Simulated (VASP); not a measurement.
Here is the system:

```yaml
crystal:
  lattice:
    - [2.81572, 0.00000, 0.00000]
    - [-1.40786, 2.43849, 0.00000]
    - [0.00000, 0.00000, 4.82604]
  atoms:
    - { symbol: Al, position: [0.00000, 0.00000, 0.00000] }
    - { symbol: Al, position: [0.00000, 0.00000, 0.50000] }
    - { symbol: N, position: [0.33333, 0.66667, 0.25000] }
    - { symbol: N, position: [0.66667, 0.33333, 0.75000] }
```

Level of theory: PBEsol GGA, VASP's PBE PAW potentials (set 64) (plane waves; VASP 6.6.1). Numerical set-up: 620 eV cut-off, 9×9×5 Γ-centred mesh, Gaussian smearing of 0.050 eV, potentials Al N.

Task: Predict the energy per atom (σ→0), pressure.

Result: 
```json
{
  "energy per atom (σ→0)": "-7.558 eV/atom",
  "pressure": "5.06 GPa"
}
```

Total energies compare only between runs with the same potentials, cut-off and functional.

The structure was generated: AlN was put into the NiAs type type (P6_3/mmc), which need not be its known phase. It was relaxed first under an external pressure of 5 GPa.
